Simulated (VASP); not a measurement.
VASP runs on FePt (space group P4/mmm) share one base input (PBE GGA, plane waves, VASP's PBE PAW potentials (set 64)) and change the settings named in each case.

**POSCAR**
```
FePt
1.0
  2.6870800000   0.0000000000   0.0000000000
  0.0000000000   2.6870800000   0.0000000000
  0.0000000000   0.0000000000   3.6813000000
Fe Pt
1 1
direct
  0.0000000000   0.0000000000   0.0000000000
  0.5000000000   0.5000000000   0.5000000000
```

### INCAR
```
# general
SYSTEM  = FePt
PREC    = Accurate
ENCUT   = 300
LREAL   = .FALSE.   # projection in real space or not
LASPH   = .TRUE.

# electronic loop
EDIFF   = 1E-6
NELM    = 100
ALGO    = Normal   # blocked Davidson
LMAXMIX = 6   # l cut-off of mixed one-centre charges

# smearing
ISMEAR  = 0
SIGMA   = 0.1   # width (eV)

# functional
GGA     = PE   # PBE

# spin
ISPIN   = 2

# ions
ISIF    = 2

# output
LWAVE   = .FALSE.
LCHARG  = .FALSE.
LORBIT  = 11   # lm-projected
```

KPOINTS:
```
K-points
0
Gamma
  12 12 9
```

POTCAR, in this order: Fe Pt (PBE.64 set). Program: vasp_std. The INCAR's line for the spin-polarised start is left out here.

| change | E(σ→0) (eV/atom) | pressure (GPa) | −TS (eV) |
|---|---|---|---|
| base run | -7.3824 | 11.49 | -0.0071 |
| GGA = PS | -8.1516 | 1.63 | -0.0072 |
| GGA_COMPAT = .FALSE., ISPIN removed, LNONCOLLINEAR = .TRUE., LSORBIT = .TRUE., another spin-polarised start, program vasp_ncl | -7.5676 | 11.07 | -0.0069 |
| KPOINTS 6×6×4 Γ-centred mesh | -7.3954 | 11.23 | -0.0107 |
 Energies of different potentials or functionals have different zeros.  The run has a spin-polarised start. Unless said otherwise, spin-orbit coupling is left out, though it shifts the bands of the heavy elements here. At 300 eV the pressure can carry a Pulay error.

Left out are runs that ran out of time, are held back, or changed the cell or the kind of run, fixed moments of cells without a moment, rows past the twelfth, gaps on odd meshes, pressures of charged cells and columns that move by less than the noise.

The structure comes from a computed database's FePt entry; how it stands against other phases isn't given here. The cell was not relaxed at this level, its lattice was scaled by up to 2.5 %.
